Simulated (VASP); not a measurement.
Here is the system:

```xyz
4
Lattice="3.1893 0.0000 0.0000 -1.5946 2.7620 0.0000 0.0000 0.0000 5.1912" Properties=species:S:1:pos:R:3 pbc="T T T"
Ga     0.0000     1.8413     0.0000
Ga     1.5946     0.9207     2.5956
N      0.0000     1.8413     1.9571
N      1.5946     0.9207     4.5526
```

The numbers are results of r2SCAN meta-GGA, VASP's PBE PAW potentials (set 64) (plane waves; VASP 6.6.1), not measurements. Numerical set-up: PREC = Normal, EDIFF = 1E-5, 450 eV cut-off, 11×11×6 Γ-centred mesh, Gaussian smearing of 0.050 eV, potentials Ga_d N.

Task: Predict the energy per atom (σ→0).

Result: 
- energy per atom (σ→0) = -10.953 eV/atom

The absolute energy has meaning only against runs of the same code, potentials and settings.

The compound is GaN in the wurtzite structure. It was relaxed first.
